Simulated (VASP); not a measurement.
The input files of a VASP run:

### INCAR
```
NSW = 60   # most ionic steps
PREC = Accurate
SIGMA = 0.05
LCHARG = F
LREAL = F   # projection in real space or not
ALGO = Normal
SYSTEM = BeTe
ENCUT = 520
IBRION = 2   # conjugate gradients
GGA = RP   # RPBE
LASPH = T
LMAXMIX = 4   # l cut-off of mixed one-centre charges
LWAVE = F
ISIF = 3   # ions, shape and volume
EDIFFG = -0.01
NELM = 100
EDIFF = 1E-6
ISMEAR = 0   # Gaussian
```

POSCAR:
```
BeTe
1
    0.0000000000     2.8150000000     2.8150000000
    2.8150000000     0.0000000000     2.8150000000
    2.8150000000     2.8150000000     0.0000000000
Be Te
1 1
Direct
  0.0000000000   0.0000000000   0.0000000000
  0.2500000000   0.2500000000   0.2500000000
```

**KPOINTS**
```
Regular mesh
0
G
  7 7 7
0 0 0
```

POTCAR, in this order: Be Te (PBE.64 set). Program: vasp_std.

Write an equivalent input for Ansatz.

One equivalent input (not run):
Ansatz 0.2 input:
```yaml
crystal:
  lattice:
    - [0.0000000, 2.8150000, 2.8150000]
    - [2.8150000, 0.0000000, 2.8150000]
    - [2.8150000, 2.8150000, 0.0000000]
  atoms:
    - { symbol: Be, position: [0.0000000, 0.0000000, 0.0000000] }
    - { symbol: Te, position: [0.2500000, 0.2500000, 0.2500000] }
kpoints:
  mp_grid: { grid: [7, 7, 7] }
hamiltonian:
  xc: rpbe
  pseudopotentials: { kind: paw }
scf:
  occupations: { method: gaussian, width: 0.05 }
  max_iter: 100
relax:
  max_steps: 60
  f_tol: 0.01
  cell: {}
output: { forces: true, stress: true, eigenvalues: true }
```
Limits of the translation: each code has its own PAW files, so the cut-off isn't converted (ENCUT is set for VASP's; basis.ecutwfc is left out, and Ansatz then takes the one that its files recommend); Ansatz stops its SCF on the density residual and VASP on the energy change (EDIFF).

The compound is BeTe in the zinc blende structure. This run relaxes it. Symmetry was kept, so distortions that lower it aren't found.
